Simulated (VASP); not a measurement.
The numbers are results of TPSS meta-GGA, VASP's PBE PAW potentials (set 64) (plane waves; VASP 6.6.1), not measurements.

VASP input:

### POSCAR
```
ZnS
1.0
  1.8920628449  -3.2771489373   0.0000000000
  1.8920628449   3.2771489373   0.0000000000
  0.0000000000   0.0000000000   6.1960444575
Zn S
2 2
Direct
  0.6666670000   0.3333330000   0.5001341469
  0.3333330000   0.6666670000   0.0001341469
  0.6666670000   0.3333330000   0.8748658531
  0.3333330000   0.6666670000   0.3748658531
```

INCAR:
```
SYSTEM = ZnS
PREC = Accurate
ENCUT = 520
EDIFF = 1E-6
NELM = 100
ALGO = Normal
LREAL = .FALSE.
LASPH = .TRUE.
ISMEAR = 0
SIGMA = 0.05
METAGGA = TPSS
LMIXTAU = .TRUE.
LMAXMIX = 4
LWAVE = .FALSE.
LCHARG = .FALSE.
IBRION = 2
ISIF = 3
NSW = 60
EDIFFG = -0.02
```

### KPOINTS
```
kpoints
0
G
6 6 4
```

POTCAR, in this order: Zn S (PBE.64 set). Program: vasp_std.

The resulting files:

### OSZICAR
```
       N       E                     dE             d eps       ncg     rms          rms(c)
DAV:   1     0.205529528819E+03    0.20553E+03   -0.17603E+04   924   0.199E+03
DAV:   2    -0.210681269639E+02   -0.22660E+03   -0.22048E+03   954   0.386E+02
DAV:   3    -0.419327262395E+02   -0.20865E+02   -0.20747E+02  1116   0.121E+02
DAV:   4    -0.424168392258E+02   -0.48411E+00   -0.48356E+00  1086   0.189E+01
DAV:   5    -0.424256159212E+02   -0.87767E-02   -0.87753E-02  1118   0.256E+00    0.122E+01
DAV:   6    -0.404404914140E+02    0.19851E+01   -0.94824E+00  1190   0.605E+01    0.637E+00
DAV:   7    -0.395798520924E+02    0.86064E+00   -0.14044E+00  1182   0.148E+01    0.354E+00
DAV:   8    -0.391489654523E+02    0.43089E+00   -0.16531E+00  1236   0.188E+01    0.224E+00
DAV:   9    -0.396177502246E+02   -0.46878E+00   -0.51607E-01  1104   0.166E+01    0.674E-01
DAV:  10    -0.397777727337E+02   -0.16002E+00   -0.13317E-01   992   0.341E+00    0.632E-01
DAV:  11    -0.398235807594E+02   -0.45808E-01   -0.19991E-02  1172   0.186E+00    0.505E-01
DAV:  12    -0.398168105596E+02    0.67702E-02   -0.16046E-02  1012   0.168E+00    0.304E-01
DAV:  13    -0.398324094490E+02   -0.15599E-01   -0.61338E-03   978   0.803E-01    0.236E-01
DAV:  14    -0.398154470074E+02    0.16962E-01   -0.17206E-02   930   0.115E+00    0.133E-01
DAV:  15    -0.398310763926E+02   -0.15629E-01   -0.38161E-03   936   0.638E-01    0.152E-01
DAV:  16    -0.398302768643E+02    0.79953E-03   -0.50515E-04  1086   0.213E-01    0.548E-02
DAV:  17    -0.398329718127E+02   -0.26949E-02   -0.57364E-04  1212   0.399E-01    0.312E-02
DAV:  18    -0.398330511510E+02   -0.79338E-04   -0.24123E-04  1014   0.140E-01    0.329E-02
DAV:  19    -0.398330632125E+02   -0.12062E-04   -0.11769E-05  1128   0.475E-02    0.295E-02
DAV:  20    -0.398330511178E+02    0.12095E-04   -0.66561E-06  1008   0.206E-02    0.152E-02
DAV:  21    -0.398330684082E+02   -0.17290E-04   -0.11786E-05   998   0.347E-02    0.444E-03
DAV:  22    -0.398330695373E+02   -0.11290E-05   -0.50120E-07   624   0.108E-02    0.245E-03
DAV:  23    -0.398330698631E+02   -0.32583E-06   -0.24318E-07   582   0.546E-03
   1 F= -.39833070E+02 E0= -.39833070E+02  d E =-.398331E+02
       N       E                     dE             d eps       ncg     rms          rms(c)
DAV:   1    -0.407930098355E+02   -0.95994E+00   -0.16226E+01  1068   0.793E+01    0.724E+00
DAV:   2    -0.399596276797E+02    0.83338E+00   -0.25379E+00  1050   0.344E+01    0.297E+00
DAV:   3    -0.398868522114E+02    0.72775E-01   -0.22592E-01  1066   0.574E+00    0.137E+00
DAV:   4    -0.398423359044E+02    0.44516E-01   -0.35990E-02  1188   0.265E+00    0.668E-01
DAV:   5    -0.397780104546E+02    0.64325E-01   -0.98289E-02   930   0.500E+00    0.382E-01
DAV:   6    -0.398577927690E+02   -0.79782E-01   -0.41508E-02   978   0.403E+00    0.746E-02
DAV:   7    -0.398583879629E+02   -0.59519E-03   -0.46988E-03  1020   0.892E-01    0.540E-02
DAV:   8    -0.398584565006E+02   -0.68538E-04   -0.12215E-04  1242   0.203E-01    0.397E-02
DAV:   9    -0.398585301443E+02   -0.73644E-04   -0.17361E-04   996   0.261E-01    0.981E-03
DAV:  10    -0.398585145875E+02    0.15557E-04   -0.67581E-05  1020   0.916E-02    0.623E-03
DAV:  11    -0.398585447504E+02   -0.30163E-04   -0.88468E-06  1034   0.491E-02    0.283E-03
DAV:  12    -0.398585490677E+02   -0.43174E-05   -0.45069E-06  1008   0.351E-02    0.727E-04
DAV:  13    -0.398585469125E+02    0.21552E-05   -0.20144E-06   796   0.142E-02    0.153E-03
DAV:  14    -0.398585493348E+02   -0.24223E-05   -0.54443E-07   678   0.113E-02    0.139E-03
DAV:  15    -0.398585485933E+02    0.74144E-06   -0.85870E-08   546   0.472E-03
   2 F= -.39858549E+02 E0= -.39858549E+02  d E =-.254787E-01
       N       E                     dE             d eps       ncg     rms          rms(c)
DAV:   1    -0.399438122629E+02   -0.85263E-01   -0.12986E+00  1080   0.207E+01    0.216E+00
DAV:   2    -0.398702871657E+02    0.73525E-01   -0.25944E-01  1056   0.136E+01    0.836E-01
DAV:   3    -0.398654504077E+02    0.48368E-02   -0.15427E-02   960   0.121E+00    0.389E-01
DAV:   4    -0.398626236503E+02    0.28268E-02   -0.29554E-03  1218   0.899E-01    0.254E-01
DAV:   5    -0.398585434559E+02    0.40802E-02   -0.54469E-03   968   0.119E+00    0.108E-01
DAV:   6    -0.398628281661E+02   -0.42847E-02   -0.37593E-03  1014   0.126E+00    0.233E-02
DAV:   7    -0.398628721735E+02   -0.44007E-04   -0.52984E-04  1026   0.485E-01    0.250E-02
DAV:   8    -0.398630391182E+02   -0.16694E-03   -0.35179E-05  1104   0.952E-02    0.127E-02
DAV:   9    -0.398630916102E+02   -0.52492E-04   -0.56884E-05  1034   0.139E-01    0.264E-03
DAV:  10    -0.398630936687E+02   -0.20586E-05   -0.12827E-05   984   0.353E-02    0.337E-03
DAV:  11    -0.398630940371E+02   -0.36842E-06   -0.91471E-08   534   0.294E-03
   3 F= -.39863094E+02 E0= -.39863094E+02  d E =-.300242E-01
```

**OUTCAR**
```
------------------------ aborting loop because EDIFF is reached ----------------------------------------
  FORCE on cell =-STRESS in cart. coord.  units (eV):
  Direction    XX          YY          ZZ          XY          YZ          ZX
  --------------------------------------------------------------------------------------
  Total        0.0098921      0.0098921     -0.0121490      0.0000000      0.0000000     -0.0000000
  in kB        0.1982763      0.1982763     -0.2435146      0.0000000      0.0000000     -0.0000000
  external PRESSURE =       0.0510127 kB  Pullay stress =       0.0000000 kB
  volume of cell :       79.93
      direct lattice vectors                 reciprocal lattice vectors
     1.917087831 -3.320493483 -0.000000000     0.260812255 -0.150580027  0.000000000
     1.917087831  3.320493483  0.000000000     0.260812255  0.150580027  0.000000000
     0.000000000  0.000000000  6.278445753     0.000000000 -0.000000000  0.159275088
  FREE ENERGIE OF THE ION-ELECTRON SYSTEM (eV)
  ---------------------------------------------------
  free  energy   TOTEN  =       -39.8630940371 eV

  energy  without entropy=      -39.8630940371  energy(sigma->0) =      -39.86309404

 reached required accuracy - stopping structural energy minimisation
```
(Selected blocks of OUTCAR.)

CONTCAR:
```
ZnS
   1.00000000000000
     1.9170878310453363   -3.3204934831284483   -0.0000000000000000
     1.9170878310453363    3.3204934831284483    0.0000000000000000
     0.0000000000000000    0.0000000000000000    6.2784457528813657
  Zn              S
     2     2
Direct
     0.6666669999999968    0.3333330000000032    0.5001650564199159
     0.3333330000000032    0.6666669999999968    0.0001650564199160
     0.6666669999999968    0.3333330000000032    0.8748349435800841
     0.3333330000000032    0.6666669999999968    0.3748349435800841
```

Energy and stress use the plane-wave basis of the starting cell.

The compound is ZnS in the wurtzite structure, the high-temperature form. This run relaxes it. Symmetry was kept, so distortions that lower it aren't found. The start is the result of an earlier pass.
